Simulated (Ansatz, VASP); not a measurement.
## CoO in two plane-wave programs

Aim: how closely do two programs agree when they are given the same cell, functional and k mesh? The cell is taken from a series of runs on this material, whose earlier steps may have relaxed, scaled, displaced or heated it; both programs get it as it stands.

Main program and level: Ansatz 0.2.0; plane waves, with VASP 6.6.1 beside it; zone-centre phonons at PBE, DFT+U.

## (1) Set-up

It takes space group Fm-3m (No. 225, cubic). Conventional cell: a = 4.271 Å, b = 4.271 Å, c = 4.271 Å, α = 90.00°, β = 90.00°, γ = 90.00°. Nearest to Co lie 6 O at 2.14 Å. O has 6 Co at 2.14 Å nearest. Farther neighbours and most contacts between anions are not listed.

## (2) Ansatz: zone-centre phonons, PBE, DFT+U

Ansatz runs on its default PAW (the set named soft_2) files.

Second derivatives magnify differences that forces hide, and they need a tight electronic threshold.

The input, input.yaml:

```yaml
crystal:
  lattice:
    - [0.0, 2.1356349801, 2.1356349801]
    - [2.1356349801, 0.0, 2.1356349801]
    - [2.1356349801, 2.1356349801, 0.0]
  atoms:
    - { symbol: Co, position: [0.0, 0.0, 0.0], spin: 2.77 }
    - { symbol: O, position: [0.5, 0.5, 0.5], spin: 0.26 }
kpoints:
  mp_grid: { grid: [16, 16, 16] }
hamiltonian:
  xc: pbe
  hubbard: { sites: [{ species: Co, l: d, u_eff: 3.32 }] }
scf:
  occupations: { method: gaussian, width: 0.15 }
  convergence: { dr2_threshold: 1.0e-10 }
output:
  eigenvalues: true
  populations: true
magnetization:
  spin_polarized: true
phonons:
  method: dfpt
```

Launch:

```console
$ ansatz run input.yaml --threads 4 --pin off --max-ram 7168MiB --backend cpu --events-out ev --progress --plain --runs-dir out
```

Numbers of over 12 decimals in the logs are rounded to 6 here.

Log:

```text
Co: projections on atomic orbitals take those of the free atom [Ne] 3s2 3p6 3d7 4s2, of charge +0.00 (hamiltonian.pseudopotentials.projection_atoms); the dataset's partial waves leave at most 1.4e-6 of an orbital's norm unspanned inside its sphere
O: projections on atomic orbitals take those of the free atom [He] 2s2 2p4, of charge +0.00 (hamiltonian.pseudopotentials.projection_atoms); the dataset's partial waves leave at most 1.9e-8 of an orbital's norm unspanned inside its sphere
Engine: ansatz 0.2.0, x86_64-unknown-linux-gnu
Pseudopotentials: kind: paw
Pseudopotential: Co, paw, valence charge 17, recommended cutoff 420 eV (normal), Co.paw.azcp
Pseudopotential: O, paw, valence charge 6, recommended cutoff 420 eV (normal), O.paw.azcp
Functional definition: PBE
  parameter kappa = 0.804
  parameter beta = 0.066725
  exchange = pbe_x(kappa = kappa, mu = beta*pi^2/3)
  correlation = pbe_c(beta = beta)
Crystal: 2 atoms, lattice volume = 19.481 Å³
Basis set: ecut = 420 eV, 339 PW (Γ), exchange–correlation on 48×48×48 points (8 copies of the dense FFT grid, shifted against one another)
Bands: 18, of which v1, the nominal top of the filled ones, is band 12 counted from 1 (11 counted from 0)
Symmetry: 48 space group operations
Space group: Fm-3m (ITA 225), of the structure as read, at distance tolerance 2.7e-5 Å
Magnetic group: BNS 225.116 (UNI 1618), of the structure as read, at distance tolerance 2.7e-5 Å
k-points: 145 of 4096
Non-local potential: Co, projectors of the file, l = 0: 3, l = 1: 2, l = 2: 3, l = 3: 1
Non-local potential: O, projectors of the file, l = 0: 2, l = 1: 2, l = 2: 1
PAW form: soft (Blöchl's): semilocal exchange-correlation on the pseudo side does not see the compensation charge
PAW one-centre angular grid: Co, 590 points (default); XC on 64 Gauss nodes
PAW one-centre angular grid: O, 110 points (default); XC on 64 Gauss nodes
Initial density: superposition of atomic densities (chi_scale 0.1, normalization cell, long waves kept (reshape's long-wave potential 0.00 eV rms))
Starting moments: Σ|m| = 3.03 μB on 2 of 2 sites
Initial wavefunctions: pseudopotential atomic-orbital guess
Functional: x = pbe(κ = 0.804, μ = 0.219515), c = pbe(β = 0.066725)
SCF 1 converged in 17 iterations: F = -5690.594591 eV  dr2 = 1.12e-11
  greatest PAW one-centre occupation: 1.004 electrons in one spin orbital (limit 2), on the Co atom at site 0 (counted from 0), in its partial waves of l = 1
Symmetry: 12 space group operations
k-points: 417 of 4096
Initial density: read from a saved state, or passed on in memory by an earlier SCF of this step, an earlier step, the calling program or the single point that the run made first
Starting moments: Σ|m| = 3.03 μB on 2 of 2 sites; this step starts from the density that it was given
SCF 2 converged in 8 iterations: F = -5691.399326 eV  dr2 = 4.17e-12
SCF 3 converged in 2 iterations: F = -5691.399326 eV  dr2 = 1.13e-11
Symmetry: 4 space group operations
k-points: 1098 of 4096
Initial wavefunctions: those read from a saved state, or passed on in memory by an earlier step or the calling program
k-points: 1098 of 4096 (irreducible under 2 space group operations, time reversal used)
Stability of the state it starts from, as read at its close in the collinear treatment: not read negative (lowest Ritz value 0.44 of the free energy's curvature over one without interaction, by its minimisation under the symmetry group of the SCF that read it); nothing settles its magnetic order
iter 1 solved again at ethr=7.82e-9 eV; its pass at ethr=3.10e-3 eV (dr2=1.80e-6 eV) is discarded
SCF iter   1: F=—  HF=-5691.399326 eV  |F-HF|=—  |Δ(HF+E_count)|=         —  Δρ=1.16e-7 (↑1.16e-7 ↓9.02e-8)  dr2=7.34e-13  dr2_m=1.34e-12  M=3.000 μB ∫|m|=3.008 μB  β_m=0.30  ethr=7.82e-9  ⟨swp⟩=3.9  Hψ=288561  notcnv=0
eigensolver tolerance schedule: the retry pair's looser diagonalisation over-reported the residual by 2452401.32 of it (diagonalisation noise at an unbounded share of the residual, at the tolerance the schedule requests for it); recorded, not acted on — ethr = c·dr2/N_el stays at c = 1.0e-1
preconditioner: auto → none  [insulator: Δε(μ)=1.279 eV  Ē_g=16.338 eV  σ=0.150 eV  W_gap=1.00  n_scr=8 (ndim 8)  ℏωp=32.6 eV  f_vac=0.000  D(μ)=0.00/eV (n_scr^D=0)  ε∞_Penn≈5.0]
SCF iter   2: F=-5691.399326 eV  HF=-5691.399326 eV  |F-HF|=5.46e-12  |Δ(HF+E_count)|=   3.39e-9  Δρ=1.58e-7 (↑6.97e-8 ↓1.58e-7)  dr2=5.82e-12  dr2_m=8.69e-13  M=3.000 μB ∫|m|=3.008 μB  ethr=1.00e-12  ⟨swp⟩=8.1  Hψ=198295  notcnv=0
SCF 4 converged in 2 iterations: F = -5691.399326 eV  dr2 = 5.82e-12
NSCF: frozen V_eff on 417 k-points
WARN: eigensolver did not converge in 3 slots of this pass, the one above among them; of largest residual over every band (σ=↓ k=400): 1 band(s) unlocked (lowest unlocked band 17, counted from 0; max residual 1.80e-5 eV among the unlocked bands, 1.80e-5 eV over every band); of lowest unlocked band (σ=↓ k=32): band 17
NSCF: frozen V_eff on 417 k-points
DFPT response loops at q = (0, 0, 0) (fractional): preconditioner auto → none (the input reference at scf.mixing.eps_inf says where Resta's filter doesn't serve); β = 0.30; Anderson in place of MSR1
SCF converged after 2 iterations
Magnetization: 3.0000 μB (13.0000 up, 10.0000 down)
Absolute magnetization: 3.0058 μB (∫|ρ↑−ρ↓|, with the PAW one-centre terms)
Spin contamination: 0.0032 ħ² per cell (⟨S²⟩ above its minimum at these occupations)
Per-site moments (μB) at R_I (Å): [(2.602801, 0.880949), (0.229745, 0.880949)]
Free energy (F): -5691.399326 eV
Harris-Foulkes:  -5691.399326 eV  (|F-HF|=5.46e-12)
Internal energy: -5691.399326 eV  (E = F + TS)
E sigma→0 (E₀):  -5691.399326 eV
Fermi energy:    13.981665 eV
--- Per-component energies (eV) ---
  E_band       = -320.162362
  E_kinetic    = 617.051527
  E_local      = -3444.320364  (includes V_loc(G=0)·N_el)
  E_nonlocal   = 514.729413
  E_hartree    = 1412.975586
  E_xc         = -228.751467
  E_vxc        = -293.934880  (∫ρ·V_xc dr)
  E_hubbard    = 0.512741  (on-site DFT+U / exact-exchange correction)
  E_vhub       = -11.060285  (the Hubbard potential's part of the band-sum identity)
  E_paw        = -1677.133599  (= ΣΔE_a)
  E_vpaw       = -528.581343  (= ΣTr[D̂ρ^β])
  E_aug_tail   = 0.002335  (compensation charges beyond the density's cutoff)
  E_ewald      = -2886.465499
  E_smearing   = -0.000000  (= −TS)
  E_closure    = 0.000000  (closes the sum)
  Σ components = -5691.399326   (vs F -5691.399326, Δ=0.00e0)
--- Band table (eV; the first three rows and the last of 2196) ---
  k-point 0 ↑: bands = [... 8 lower, 9.2032, 9.2032, 10.9377, 11.0026, 11.0026, 14.6531, 30.3524, 31.3721, ... 2 higher]
  k-point 1 ↑: bands = [... 8 lower, 9.1164, 9.1964, 10.7917, 11.0833, 11.1503, 14.9733, 29.4072, 31.2718, ... 2 higher]
  k-point 2 ↑: bands = [... 8 lower, 8.8122, 9.2298, 10.4717, 11.4235, 11.5086, 15.7187, 27.9178, 30.7725, ... 2 higher]
  k-point 1097 ↓: bands = [... 8 lower, 11.5921, 11.5921, 15.7226, 17.4355, 17.4355, 19.0931, 23.9365, 27.4905, ... 2 higher]
Occupation matrices written to <dir>
--- Phonons (Γ-DFPT): 2 representative perturbations + reference (Σ response iterations 20) ---
  ASR residual: 1.452e-4 → 0.000e0 eV/Å²; symmetrization residual: 2.527e-9 eV/Å²
  ASR residual per site (eV/Å²): 5.88e-5 1.45e-4
  Γ frequencies (cm⁻¹): 0.00 0.00 0.00 257.38 333.05 333.05
  non-analytic LO–TO correction: not included (Born effective charges unavailable; polar crystals: no LO–TO splitting at Γ)
--- Löwdin populations: 2 sites ---
  site symbol       q [e]    m [muB]
     0     Co     15.8027     2.7009
     1      O      7.0700     0.2938
  spilling = 0.005533 (of n_electrons = 23.000000)
```

(Part 1 of 2 ends here.)

[Lines on the potential files, build, host, timing and source positions are cut from VASP's logs without a mark.]

[Logs are printed without paths, hosts, clocks, repeated set-up lines and the standing remarks that a program may print on its own settings, such as how far it seeks lower states.]

[Hosts, paths, dates, database ids (printed as entryN), source tags and the programs' standing remarks are cut or masked in the printed files.]
